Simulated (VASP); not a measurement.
Given:

```xyz
2
Lattice="2.4636 0.0000 0.0000 -1.2318 2.1336 0.0000 0.0000 0.0000 4.0947" Properties=species:S:1:pos:R:3 pbc="T T T"
Cu     2.4636     0.0000     2.0474
Ni     1.2318     0.7112     0.0000
```

Method: PBEsol GGA with spin-orbit coupling, VASP's PBE PAW potentials (set 64) (plane waves; VASP). Numerical set-up: 400 eV cut-off, 15×15×8 Γ-centred mesh, Gaussian smearing of 0.050 eV, potentials Cu Ni.

**Question.** Give the energies of bands 11 to 24 at the high-symmetry points, in eV from the Fermi level.

**Answer.** 
```csv
band,Γ,M,K,A,L,H
11,-2.03,-2.21,-2.05,-2.22,-1.40,-2.39
12,-2.03,-2.21,-1.99,-2.22,-1.40,-2.27
13,-1.94,-1.87,-1.74,-2.21,-1.30,-1.67
14,-1.94,-1.87,-1.72,-2.21,-1.30,-1.66
15,-1.73,-1.30,-1.09,-2.21,-0.83,-1.53
16,-1.73,-1.30,-1.00,-2.21,-0.83,-1.52
17,-1.55,-0.33,-0.73,-1.34,-0.53,-0.91
18,-1.55,-0.33,-0.68,-1.34,-0.53,-0.86
19,-0.75,0.12,-0.62,-1.27,0.12,-0.28
20,-0.75,0.12,-0.57,-1.27,0.12,-0.26
21,-0.36,0.99,4.15,-0.40,1.01,4.88
22,-0.36,0.99,4.17,-0.40,1.01,4.91
23,-0.26,2.93,4.84,-0.31,1.43,5.66
24,-0.26,2.93,4.84,-0.31,1.43,5.67
```

It has no gap at this level: it comes out as a metal or semimetal.

The structure comes from a computed database's CuNi entry (P-6m2); how it stands against other phases isn't given here. It was relaxed first.
